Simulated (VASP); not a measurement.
Level of theory: PBE GGA, VASP's PBE PAW potentials (set 64) (plane waves; VASP).

The input files of a VASP run:

**POSCAR**
```
Re
1.0
  1.3796990131  -2.3897086745   0.0000000000
  1.3796990131   2.3897086745   0.0000000000
  0.0000000000   0.0000000000   4.4709050061
Re
2
Cartesian
  1.3796990131   0.7965711513   1.1177262515
  1.3796990131  -0.7965711513   3.3531787546
```

### INCAR
```
SYSTEM = Re
PREC = Accurate
ENCUT = 500
EDIFF = 1E-6
NELM = 100
ALGO = Normal
LREAL = .FALSE.
LASPH = .TRUE.
ISMEAR = 1
SIGMA = 0.1
GGA = PE
LMAXMIX = 6
LWAVE = .FALSE.
LCHARG = .FALSE.
IBRION = 2
ISIF = 3
NSW = 40
EDIFFG = -0.02
PSTRESS = 50
```

**KPOINTS**
```
Automatic mesh
0
Gamma
15 15 8
0 0 0
```

POTCAR, in this order: Re (PBE.64 set). Program: vasp_std.

What VASP printed:

### OSZICAR
```
       N       E                     dE             d eps       ncg     rms          rms(c)
DAV:   1     0.285211324359E+02    0.28521E+02   -0.68690E+03  5409   0.155E+03
DAV:   2    -0.198635238817E+02   -0.48385E+02   -0.41652E+02  4726   0.315E+02
DAV:   3    -0.258662888396E+02   -0.60028E+01   -0.48400E+01  5146   0.233E+02
DAV:   4    -0.262330489991E+02   -0.36676E+00   -0.31715E+00  5397   0.256E+01
DAV:   5    -0.262479537874E+02   -0.14905E-01   -0.14207E-01  5277   0.328E+00    0.426E+01
DAV:   6    -0.252118792694E+02    0.10361E+01   -0.10240E+00  5531   0.316E+01    0.174E+01
DAV:   7    -0.248610850069E+02    0.35079E+00   -0.71881E-01  5695   0.255E+01    0.653E-01
DAV:   8    -0.248476590243E+02    0.13426E-01   -0.12211E-02  5849   0.150E+00    0.240E-01
DAV:   9    -0.248470833482E+02    0.57568E-03   -0.43311E-04  5649   0.201E-01    0.379E-02
DAV:  10    -0.248470990179E+02   -0.15670E-04   -0.46628E-05  5153   0.650E-02    0.511E-03
DAV:  11    -0.248470987061E+02    0.31188E-06   -0.25774E-07  2728   0.194E-02
   1 F= -.23927043E+02 E0= -.23927317E+02  d E =-.239270E+02
```

### OUTCAR
```
------------------------ aborting loop because EDIFF is reached ----------------------------------------
  FORCE on cell =-STRESS in cart. coord.  units (eV):
  Direction    XX          YY          ZZ          XY          YZ          ZX
  --------------------------------------------------------------------------------------
  Total        0.8965311      0.8965311      0.9017910      0.0000000      0.0000000      0.0000000
  in kB       48.7215626     48.7215579     49.0074072      0.0000000      0.0000000      0.0000000
  external PRESSURE =      -1.1831574 kB  Pullay stress =      50.0000000 kB
  volume of cell :       29.48
      direct lattice vectors                 reciprocal lattice vectors
     1.379699013 -2.389708675  0.000000000     0.362397882 -0.209230525  0.000000000
     1.379699013  2.389708675  0.000000000     0.362397882  0.209230525  0.000000000
     0.000000000  0.000000000  4.470905006     0.000000000  0.000000000  0.223668362
 POSITION                                       TOTAL-FORCE (eV/Angst)
 -----------------------------------------------------------------------------------
      1.37970      0.79657      1.11773        -0.000000     -0.000000      0.000000
      1.37970     -0.79657      3.35318         0.000000      0.000000      0.000000
 -----------------------------------------------------------------------------------
    total drift:                               -0.000000      0.000008     -0.000016
  FREE ENERGIE OF THE ION-ELECTRON SYSTEM (eV)
  ---------------------------------------------------
  free  energy   TOTEN  =       -24.8470987061 eV

  energy  without entropy=      -24.8479199298  energy(sigma->0) =      -24.84737245
  enthalpy is  TOTEN    =       -23.9270428927 eV   P V=        0.9200558133

 reached required accuracy - stopping structural energy minimisation
```
(Selected blocks of OUTCAR.)

The compound is Re in the hcp structure. It was relaxed first under an external pressure of 5 GPa.
